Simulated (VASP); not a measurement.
Level of theory: r2SCAN meta-GGA, VASP's PBE PAW potentials (set 64) (plane waves; VASP).

The input files of a VASP run:

File KPOINTS:
```
Automatic
0
gamma
 5 5 8
```

File POSCAR:
```
SiO2
1
    4.1812722183     0.0000000000     0.0000000000
    0.0000000000     4.1812722183     0.0000000000
    0.0000000000     0.0000000000     2.6715611087
Si O
2 4
Direct
  0.0000000000   0.0000000000   0.0000000000
  0.5000000000   0.5000000000   0.5000000000
  0.3059725244   0.3059725244   0.0000000000
  0.8059725244   0.1940274756   0.5000000000
  0.1940274756   0.8059725244   0.5000000000
  0.6940274756   0.6940274756   0.0000000000
```

### INCAR
```
! general
SYSTEM =SiO2
PREC   =Accurate
ENCUT  =620
LREAL  =.FALSE.
LASPH  =.TRUE.

! electronic loop
EDIFF  =1E-6
NELM   =100
ALGO   =Normal
LMIXTAU=.TRUE.

! smearing
ISMEAR =0
SIGMA  =0.05

! functional
METAGGA=R2SCAN

! ions
IBRION =2
NSW    =40
ISIF   =3
EDIFFG =-0.02

! output
LWAVE  =.FALSE.
LCHARG =.FALSE.
```

POTCAR, in this order: Si O (PBE.64 set). Program: vasp_std.

The resulting files:

File OUTCAR:
```
 ion  position               nearest neighbor table
   1  0.000  0.000  0.000-   4 1.76   5 1.76   4 1.76   5 1.76   3 1.81   6 1.81
   2  0.500  0.500  0.500-   3 1.76   6 1.76   3 1.76   6 1.76   5 1.81   4 1.81
   3  0.306  0.306  0.000-   2 1.76   2 1.76   1 1.81
   4  0.806  0.194  0.500-   1 1.76   1 1.76   2 1.81
   5  0.194  0.806  0.500-   1 1.76   1 1.76   2 1.81
   6  0.694  0.694  0.000-   2 1.76   2 1.76   1 1.81
  LATTYP: Found a simple tetragonal cell.
 ALAT       =     4.1812722183
 C/A-ratio  =     0.6389349866
 Subroutine PRICEL returns:
 Original cell was already a primitive cell.
 Subroutine GETGRP returns: Found 16 space group operations
The static configuration has the point symmetry D_2h.
 The point group associated with its full space group is D_4h.
The dynamic configuration has the point symmetry D_2h.
 Subroutine INISYM returns: Found 16 space group operations
 Subroutine IBZKPT returns following result:
 Found     30 irreducible k-points:

 Following reciprocal coordinates:
            Coordinates               Weight
  0.000000  0.000000  0.000000      1.000000
  0.200000  0.000000  0.000000      4.000000
  0.400000  0.000000  0.000000      4.000000
  0.200000  0.200000  0.000000      4.000000
  0.400000  0.200000  0.000000      8.000000
  0.400000  0.400000  0.000000      4.000000
  0.000000  0.000000  0.125000      2.000000
  0.200000  0.000000  0.125000      8.000000
  0.400000  0.000000  0.125000      8.000000
  0.200000  0.200000  0.125000      8.000000
  0.400000  0.200000  0.125000     16.000000
  0.400000  0.400000  0.125000      8.000000
  0.000000  0.000000  0.250000      2.000000
  0.200000  0.000000  0.250000      8.000000
  0.400000  0.000000  0.250000      8.000000
  0.200000  0.200000  0.250000      8.000000
  0.400000  0.200000  0.250000     16.000000
  0.400000  0.400000  0.250000      8.000000
...
```

### OSZICAR
```
       N       E                     dE             d eps       ncg     rms          rms(c)
DAV:   1     0.170140076897E+03    0.17014E+03   -0.20819E+04  1216   0.183E+03
DAV:   2    -0.653626785384E+02   -0.23550E+03   -0.22685E+03  1600   0.355E+02
DAV:   3    -0.728309144067E+02   -0.74682E+01   -0.74521E+01  1440   0.685E+01
DAV:   4    -0.728859339399E+02   -0.55020E-01   -0.54947E-01  1416   0.662E+00
DAV:   5    -0.728865059845E+02   -0.57204E-03   -0.57194E-03  1372   0.671E-01    0.179E+01
DAV:   6    -0.598754733697E+02    0.13011E+02   -0.10542E+01  1360   0.218E+01    0.982E+00
DAV:   7    -0.585095728504E+02    0.13659E+01   -0.20530E+00  1276   0.143E+01    0.337E+00
DAV:   8    -0.616110203160E+02   -0.31014E+01   -0.12245E+00  1300   0.972E+00    0.193E+00
DAV:   9    -0.584720860028E+02    0.31389E+01   -0.94680E-01  1288   0.748E+00    0.657E-01
DAV:  10    -0.586683385012E+02   -0.19625E+00   -0.53535E-02  1380   0.252E+00    0.454E-01
DAV:  11    -0.587712401761E+02   -0.10290E+00   -0.27156E-02  1344   0.147E+00    0.168E-01
DAV:  12    -0.588080602084E+02   -0.36820E-01   -0.16978E-02  1264   0.165E+00    0.132E-01
DAV:  13    -0.588070830701E+02    0.97714E-03   -0.12905E-03  1308   0.411E-01    0.653E-02
DAV:  14    -0.588078688747E+02   -0.78580E-03   -0.86425E-04  1388   0.236E-01    0.275E-02
DAV:  15    -0.588078953367E+02   -0.26462E-04   -0.83033E-05  1324   0.106E-01    0.118E-02
DAV:  16    -0.588079221328E+02   -0.26796E-04   -0.16754E-05  1292   0.582E-02    0.844E-03
DAV:  17    -0.588079206576E+02    0.14753E-05   -0.37817E-06  1360   0.195E-02    0.399E-03
DAV:  18    -0.588079226222E+02   -0.19646E-05   -0.77235E-07   800   0.120E-02    0.130E-03
DAV:  19    -0.588079225843E+02    0.37886E-07   -0.93074E-08   684   0.314E-03
   1 F= -.58807923E+02 E0= -.58807923E+02  d E =-.588079E+02
```

**OUTCAR**
```
------------------------ aborting loop because EDIFF is reached ----------------------------------------
  FORCE on cell =-STRESS in cart. coord.  units (eV):
  Direction    XX          YY          ZZ          XY          YZ          ZX
  --------------------------------------------------------------------------------------
  Total        0.0021054      0.0021054      0.0206802     -0.0000000      0.0000000      0.0000000
  in kB        0.0722205      0.0722205      0.7093857     -0.0000000      0.0000000      0.0000000
  external PRESSURE =       0.2846089 kB  Pullay stress =       0.0000000 kB
  volume of cell :       46.71
      direct lattice vectors                 reciprocal lattice vectors
     4.181272218  0.000000000  0.000000000     0.239161659  0.000000000  0.000000000
     0.000000000  4.181272218  0.000000000     0.000000000  0.239161659  0.000000000
     0.000000000  0.000000000  2.671561109     0.000000000  0.000000000  0.374312980
 POSITION                                       TOTAL-FORCE (eV/Angst)
 -----------------------------------------------------------------------------------
      0.00000      0.00000      0.00000        -0.000000      0.000000     -0.000000
      2.09064      2.09064      1.33578        -0.000000      0.000000     -0.000000
      1.27935      1.27935      0.00000        -0.009453     -0.009453     -0.000000
      3.36999      0.81128      1.33578        -0.009453      0.009453      0.000000
      0.81128      3.36999      1.33578         0.009453     -0.009453     -0.000000
      2.90192      2.90192      0.00000         0.009453      0.009453      0.000000
 -----------------------------------------------------------------------------------
    total drift:                               -0.000000      0.000000     -0.000000
  FREE ENERGIE OF THE ION-ELECTRON SYSTEM (eV)
  ---------------------------------------------------
  free  energy   TOTEN  =       -58.8079225843 eV

  energy  without entropy=      -58.8079225843  energy(sigma->0) =      -58.80792258

 reached required accuracy - stopping structural energy minimisation
```
(Selected blocks of OUTCAR.)

OUTCAR:
```
 val. band max:        7.8007921829   @ k =   0.0000   0.0000   0.0000

 cond. band min:      14.3145937930   @ k =   0.0000   0.0000   0.0000


 Fermi energy:         8.1290457763

 k-point     1 :       0.0000    0.0000    0.0000
  band No.  band energies     occupation
      1     -15.7367      2.00000
      2     -12.1487      2.00000
      3     -12.1487      2.00000
      4     -11.8782      2.00000
      5      -3.2441      2.00000
      6       1.2954      2.00000
      7       1.2954      2.00000
      8       1.4751      2.00000
      9       2.3182      2.00000
     10       2.6257      2.00000
     11       4.6116      2.00000
     12       4.6116      2.00000
     13       5.2788      2.00000
     14       6.9183      2.00000
     15       6.9183      2.00000
     16       7.8008      2.00000
     17      14.3146      0.00000
     18      15.4162      0.00000
     19      17.2505      0.00000
     20      17.2505      0.00000

 k-point     2 :       0.2000    0.0000    0.0000
  band No.  band energies     occupation
      1     -15.5261      2.00000
      2     -12.9460      2.00000
      3     -12.0456      2.00000
      4     -11.5166      2.00000
      5      -2.9478      2.00000
      6       0.3160      2.00000
      7       1.4311      2.00000
      8       2.1835      2.00000
      9       2.4799      2.00000
     10       3.3556      2.00000
     11       4.2607      2.00000
     12       4.7042      2.00000
     13       5.3142      2.00000
     14       6.0959      2.00000
     15       6.8466      2.00000
     16       7.4953      2.00000
     17      14.9297      0.00000
     18      15.7719      0.00000
     19      17.3461      0.00000
     20      17.3721      0.00000

 k-point     3 :       0.4000    0.0000    0.0000
  band No.  band energies     occupation
      1     -14.9194      2.00000
      2     -14.0011      2.00000
      3     -11.7853      2.00000
      4     -11.5236      2.00000
      5      -2.1657      2.00000
...
```

The compound is SiO2 in the rutile structure, stishovite, a high-pressure form. It was relaxed first.
